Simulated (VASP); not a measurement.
# Li3Au (Fm-3m) in VASP: electric field gradients with LDA

Aim: the electric field gradients of Li3Au with LDA.

All numbers are computed with VASP 6.6.1; they aren't measurements. Logs are shortened: lines on timing, memory, paths and dates and some standing lists are left out, and cuts for length are marked.

### 1 The structure

It takes space group Fm-3m (No. 225, cubic). Conventional cell: a = 6.213 Å, b = 6.213 Å, c = 6.213 Å, α = 90.00°, β = 90.00°, γ = 90.00°. Li (site symmetry -43m) has 4 Li at 2.69 Å and 4 Au at 2.69 Å as nearest neighbours. Li (site symmetry m-3m) has 8 Li at 2.69 Å as nearest neighbours. Au (site symmetry m-3m) has 8 Li at 2.69 Å as nearest neighbours.

The cell comes from a database or a generator and needn't be the stable form of this composition.

### 2 Electric field gradients, LDA

File INCAR:

```
SYSTEM = Li3Au
PREC     = Accurate       ! precision mode
ENCUT    = 520            ! plane-wave cutoff, eV
EDIFF    = 1E-8           ! SCF threshold, eV
ISMEAR   = -1             ! smearing method
SIGMA    = 0.03           ! smearing width, eV
LREAL    = .FALSE.        ! projectors in reciprocal space
LASPH    = .TRUE.         ! aspherical terms in the spheres
NELM     = 60             ! most SCF steps
ALGO     = Normal         ! electronic algorithm
ISIF     = 2              ! what is computed and relaxed
LWAVE    = .FALSE.        ! write WAVECAR
LCHARG   = .FALSE.        ! write CHGCAR
LEFG     = .TRUE.       
NBANDS   = 18             ! bands
```

File KPOINTS:

```
Automatic mesh
0
G
  11 11 11
  0 0 0
```

File POSCAR:

```
Li3Au
1.0
    0.0000000000      3.1067225856      3.1067225856
    3.1067225856      0.0000000000      3.1067225856
    3.1067225856      3.1067225856      0.0000000000
Li Au
3 1
Direct
    0.2500000000      0.2500000000      0.2500000000
    0.5000000000      0.5000000000      0.5000000000
    0.7500000000      0.7500000000      0.7500000000
    0.0000000000      0.0000000000      0.0000000000
```

Potentials or basis: VASP PAW LDA potentials, release 64 (Li_sv, Au).

Run with:

```
> cat potpaw_LDA.64/Li_sv/POTCAR potpaw_LDA.64/Au/POTCAR > POTCAR
> mpirun -np 1 vasp_std > vasp.out
```

OUTCAR:

```text
SYSTEM = Li3Au
   PREC = Accurate
   ENCUT = 520
   EDIFF = 1E-8
   ISMEAR = -1
   LREAL = .FALSE.
   LASPH = .TRUE.
   NELM = 60
   ISIF = 2

 ion  position               nearest neighbor table
   1  0.250  0.250  0.250-   4 2.69   4 2.69   4 2.69   4 2.69
   2  0.500  0.500  0.500-
   3  0.750  0.750  0.750-   4 2.69   4 2.69   4 2.69   4 2.69
   4  0.000  0.000  0.000-   3 2.69   3 2.69   3 2.69   1 2.69   3 2.69   1 2.69   1 2.69   1 2.69

  LATTYP: Found a face centered cubic cell.
 ALAT       =     6.2134451712

  Lattice vectors:

 A1 = (   0.0000000000,   3.1067225856,   3.1067225856)
 A2 = (   3.1067225856,   0.0000000000,   3.1067225856)
 A3 = (   3.1067225856,   3.1067225856,   0.0000000000)

Analysis of symmetry for initial positions (statically):
=====================================================================
 Subroutine PRICEL returns:
 Original cell was already a primitive cell.

 Routine SETGRP: Setting up the symmetry group for a
 face centered cubic supercell.

 Subroutine GETGRP returns: Found 48 space group operations
 (whereof 48 operations were pure point group operations)
 out of a pool of 48 trial point group operations.

The static configuration has the point symmetry O_h .

Analysis of symmetry for dynamics (positions and initial velocities):
=====================================================================
 Subroutine PRICEL returns:
 Original cell was already a primitive cell.

 Routine SETGRP: Setting up the symmetry group for a
 face centered cubic supercell.

 Subroutine GETGRP returns: Found 48 space group operations
 (whereof 48 operations were pure point group operations)
 out of a pool of 48 trial point group operations.

The dynamic configuration has the point symmetry O_h .

 Subroutine INISYM returns: Found 48 space group operations
 (whereof 48 operations are pure point group operations),
 and found     1 'primitive' translations

----------------------------------------------------------------------------------------

                                     Primitive cell

  volume of cell :      59.9705

  direct lattice vectors                    reciprocal lattice vectors
     0.000000000  3.106722586  3.106722586    -0.160941309  0.160941309  0.160941309
     3.106722586  0.000000000  3.106722586     0.160941309 -0.160941309  0.160941309
     3.106722586  3.106722586  0.000000000     0.160941309  0.160941309 -0.160941309

  length of vectors
     4.393569215  4.393569215  4.393569215     0.278758524  0.278758524  0.278758524

  position of ions in fractional coordinates (direct lattice)
     0.250000000  0.250000000  0.250000000
     0.500000000  0.500000000  0.500000000
     0.750000000  0.750000000  0.750000000
     0.000000000  0.000000000  0.000000000

  ion indices of the primitive-cell ions
   primitive index   ion index
                 1           1
                 2           2
                 3           3
                 4           4

----------------------------------------------------------------------------------------

 KPOINTS: Automatic mesh

Automatic generation of k-mesh.
 Grid dimensions read from file:
 generate k-points for:   11   11   11

 Generating k-lattice:

  Cartesian coordinates                     Fractional coordinates (reciprocal lattice)
    -0.014631028  0.014631028  0.014631028     0.090909091  0.000000000  0.000000000
     0.014631028 -0.014631028  0.014631028     0.000000000  0.090909091  0.000000000
     0.014631028  0.014631028 -0.014631028     0.000000000  0.000000000  0.090909091

  Length of vectors
     0.025341684  0.025341684  0.025341684

  Shift w.r.t. Gamma in fractional coordinates (k-lattice)
     0.000000000  0.000000000  0.000000000

 Subroutine IBZKPT returns following result:
 ===========================================

 Found     56 irreducible k-points:

 Following reciprocal coordinates:
            Coordinates               Weight
  0.000000  0.000000  0.000000      1.000000
  0.090909  0.000000  0.000000      8.000000
  0.181818  0.000000  0.000000      8.000000
  0.272727  0.000000  0.000000      8.000000
  0.363636  0.000000  0.000000      8.000000
  0.454545  0.000000  0.000000      8.000000
[... 16 lines left out ...]
 -0.272727  0.181818  0.000000     24.000000
 -0.181818  0.181818  0.000000     12.000000
 [... further k-points ...]
   k-points           NKPTS =     56   k-points in BZ     NKDIM =     56   number of bands    NBANDS=     18
   number of dos      NEDOS =    301   number of ions     NIONS =      4
   total plane-waves  NPLWV =  46656
   dimension x,y,z NGX =    36 NGY =   36 NGZ =   36
   dimension x,y,z NGXF=    72 NGYF=   72 NGZF=   72
   ions per type =               3   1
   NGX,Y,Z   is equivalent  to a cutoff of  13.62, 13.62, 13.62 a.u.
   NGXF,Y,Z  is equivalent  to a cutoff of  27.24, 27.24, 27.24 a.u.
 SYSTEM =  Li3Au
   PREC   = accura    normal or accurate (medium, high low for compatibility)
   ISTART =      0    job   : 0-new  1-cont  2-samecut
   ICHARG =      2    charge: 1-file 2-atom 10-const
   ISPIN  =      1    spin polarized calculation?
   LNONCOLLINEAR =      F non collinear calculations
   LSORBIT =      F    spin-orbit coupling
   LASPH  =      T    aspherical Exc in radial PAW
   ENCUT  =  520.0 eV  38.22 Ry    6.18 a.u.   8.17  8.17  8.17*2*pi/ulx,y,z
   NELM   =     60;   NELMIN=  2; NELMDL= -5     # of ELM steps
   EDIFF  = 0.1E-07   stopping-criterion for ELM
   LREAL  =      F    real-space projection
   EDIFFG = 0.1E-06   stopping-criterion for IOM
   NSW    =      0    number of steps for IOM
   IBRION =     -1    ionic relax: 0-MD 1-quasi-New 2-CG
   NFREE  =      0    steps in history (QN), initial steepest desc. (CG)
   ISIF   =      2    stress and relaxation
   ISYM   =      2    0-nonsym 1-usesym 2-fastsym
   POTIM  = 0.5000    time-step for ionic-motion
   TEBEG  =    0.0;   TEEND  =   0.0 temperature during run
   PSTRESS=    0.0 pullay stress
   NELECT =      20.0000    total number of electrons
   NUPDOWN=      -1.0000    fix difference up-down
   EMIN   =  10.00;   EMAX   =-10.00  energy-range for DOS
   EFERMI =   0.00;   METHOD = LEGACY
   ISMEAR =    -1;   SIGMA  =   0.03  broadening in eV -4-tet -1-fermi 0-gaus
   EFERMI_NEDOS =   21; number of points for ismear=-14 and -15
   IALGO  =     38    algorithm
   IMIX   =      4    mixing-type and parameters
     AMIX     =   0.40;   BMIX     =  1.00
     AMIX_MAG =   1.60;   BMIX_MAG =  1.00
  volume/ion in A,a.u.               =      14.99       101.18
  Fermi-wavevector in a.u.,A,eV,Ry     =   1.135287  2.145381 17.536232  1.288877
  Thomas-Fermi vector in A             =   2.271992
   LORBIT       =      0    0 simple, 1 ext, 2 COOP (PROOUT), +10 PAW based schemes
   GGA     = CA    functional components
   LHFCALC =     F    Hartree Fock is set to
   AEXX    =    0.0000 exact exchange contribution
   IVDW    =     0    specifies the selected vdW correction
   LEPSILON=     F    determine dielectric tensor
   LRPA    =     F    only Hartree local field effects (RPA)
 non-spin polarized calculation
  energy-cutoff  :      520.00
  volume of cell :       59.97
 maximum number of plane-waves:      1639
 NGX is ok and might be reduce to    36
   NGX = 17   NGY = 17   NGZ = 17

 number of electron      20.0000022 magnetization

 Free energy of the ion-electron system (eV)
  ---------------------------------------------------
  ext. energy  EPLUGINS =         0.00000000
  ---------------------------------------------------
  free energy    TOTEN  =       -12.18211417 eV

  energy without entropy =      -12.17860951  energy(sigma->0) =      -12.18036184

 E-fermi :   3.7915     XC(G=0):  -9.5072

 val. band max:        3.7808856710   @ k =  -0.3636   0.2727   0.0000
 cond. band min:       3.8131623798   @ k =  -0.4545   0.3636   0.1818
 fundamental gap:      0.0322767088
 Fermi energy:         3.7914892578

 k-point     1 :       0.0000    0.0000    0.0000
  band No.  band energies     occupation
      1     -41.6108      2.00000
      2     -41.0216      2.00000
      3     -41.0049      2.00000
      4      -2.2715      2.00000
      5      -0.8150      2.00000
      6      -0.8150      2.00000
[... 10 lines left out ...]
     17      10.5836      0.00000
     18      10.5836      0.00000

 k-point     2 :       0.0909    0.0000    0.0000
  band No.  band energies     occupation
      1     -41.6106      2.00000
      2     -41.0213      2.00000
      3     -41.0052      2.00000
      4      -2.1976      2.00000
      5      -0.8073      2.00000
      6      -0.7972      2.00000
[... 10 lines left out ...]
     17      10.4689      0.00000
     18      10.7556      0.00000

 k-point     3 :       0.1818    0.0000    0.0000
  band No.  band energies     occupation
      1     -41.6101      2.00000
      2     -41.0205      2.00000
      3     -41.0063      2.00000
      4      -1.9867      2.00000
      5      -0.7735      2.00000
      6      -0.7591      2.00000
[... 10 lines left out ...]
     17      10.9430      0.00000
     18      10.9968      0.00000

 k-point     4 :       0.2727    0.0000    0.0000
  band No.  band energies     occupation
      1     -41.6096      2.00000
      2     -41.0192      2.00000
      3     -41.0080      2.00000
      4      -1.6882      2.00000
      5      -0.7404      2.00000
      6      -0.7404      2.00000
[... 375 lines left out ...]
      4      -1.1029      2.00000
      5      -0.7573      2.00000
      6      -0.6543      2.00000
[... 10 lines left out ...]
     17      12.5453      0.00000
     18      14.7131      0.00000

 k-point    23 :      -0.2727    0.1818    0.0000
  band No.  band energies     occupation
      1     -41.6089      2.00000
      2     -41.0174      2.00000
      3     -41.0103      2.00000
      4      -1.2600      2.00000
      5      -0.7365      2.00000
      6      -0.6325      2.00000
[... 10 lines left out ...]
     17      11.8970      0.00000
     18      14.3871      0.00000

 k-point    24 :      -0.1818    0.1818    0.0000
  band No.  band energies     occupation
      1     -41.6093      2.00000
      2     -41.0189      2.00000
      3     -41.0085      2.00000
      4      -1.5570      2.00000
      5      -0.7387      2.00000
      6      -0.7147      2.00000
[... 10 lines left out ...]
     17      11.3513      0.00000
     18      13.7551      0.00000

 [... further k-points ...]
[... 5 lines left out ...]
  --------------------------------------------------------------------------------------
  -------------------------------------------------------------------------------------
  Total       -0.7936861     -0.7936861     -0.7936861      0.0000000      0.0000000      0.0000000
  in kB      -21.2042019    -21.2042019    -21.2042019      0.0000000      0.0000000      0.0000000
  external PRESSURE =     -21.2042019 kB  Pullay stress =       0.0000000 kB

 VOLUME and BASIS-vectors are now :
 -----------------------------------------------------------------------------
  energy-cutoff  :      520.00
  volume of cell :       59.97
      direct lattice vectors                 reciprocal lattice vectors
     0.000000000  3.106722586  3.106722586    -0.160941309  0.160941309  0.160941309
     3.106722586  0.000000000  3.106722586     0.160941309 -0.160941309  0.160941309
     3.106722586  3.106722586  0.000000000     0.160941309  0.160941309 -0.160941309

 POSITION                                       TOTAL-FORCE (eV/Angst)
 -----------------------------------------------------------------------------------
      1.55336      1.55336      1.55336        -0.000000     -0.000000     -0.000000
      3.10672      3.10672      3.10672        -0.000000      0.000000     -0.000000
      4.66008      4.66008      4.66008         0.000000      0.000000      0.000000
      0.00000      0.00000      0.00000        -0.000000      0.000000     -0.000000
 -----------------------------------------------------------------------------------
    total drift:                               -0.000000      0.000000      0.000000

  FREE ENERGIE OF THE ION-ELECTRON SYSTEM (eV)
  ---------------------------------------------------
  free  energy   TOTEN  =       -12.1821141672 eV

  energy  without entropy=      -12.1786095116  energy(sigma->0) =      -12.18036184

 Electric field gradients (V/A^2)
---------------------------------------------------------------------
 ion       V_xx      V_yy      V_zz      V_xy      V_xz      V_yz
---------------------------------------------------------------------
   1       0.000    -0.000    -0.000    -0.004    -0.004    -0.004
   2       0.000    -0.000     0.000    -0.004    -0.004    -0.004
   3       0.000    -0.000     0.000    -0.004    -0.004    -0.004
   4      -0.000     0.000     0.000    -0.000    -0.000    -0.000
---------------------------------------------------------------------

 Electric field gradients after diagonalization (V/A^2)
 (convention: |V_zz| > |V_xx| > |V_yy|)
----------------------------------------------------------------------
 ion       V_xx      V_yy      V_zz     asymmetry (V_yy - V_xx)/ V_zz
----------------------------------------------------------------------
   1       0.004     0.004    -0.007       0.000
   2       0.004     0.004    -0.008       0.000
   3       0.004     0.004    -0.007       0.000
   4       0.000     0.000    -0.001       0.000
----------------------------------------------------------------------

           NMR quadrupolar parameters

 Cq : quadrupolar parameter    Cq=e*Q*V_zz/h
 eta: asymmetry parameters     (V_yy - V_xx)/ V_zz
 Q  : nuclear electric quadrupole moment in mb (millibarn)
----------------------------------------------------------------------
 ion       Cq(MHz)       eta       Q (mb)
----------------------------------------------------------------------
   1      -0.000       0.000       1.000
   2      -0.000       0.000       1.000
   3      -0.000       0.000       1.000
   4      -0.000       0.000       1.000
----------------------------------------------------------------------
```

Run time: 44 s. Hardware: 1 thread of Intel Xeon 6975P-C (Granite Rapids), shared host; peak memory 0.2 GiB.

Results:

```
Free energy            : -12.1821 eV
Band gap on the k mesh : none (metal or under the smearing width)
```

Electric field gradients, principal values (V/Å²):
| atom | Vxx | Vyy | Vzz |
| --- | --- | --- | --- |
| 1 Li | 0.004 | 0.004 | -0.007 |
| 2 Li | 0.004 | 0.004 | -0.008 |
| 3 Li | 0.004 | 0.004 | -0.007 |
| 4 Au | 0.000 | 0.000 | -0.001 |

Caveat: the cutoff is under 1.25 times the usual one of these potentials, so pressure, stress and relaxed cells hold a basis-set (Pulay) error. The run has no spin-orbit coupling, so splittings on Au are missing.
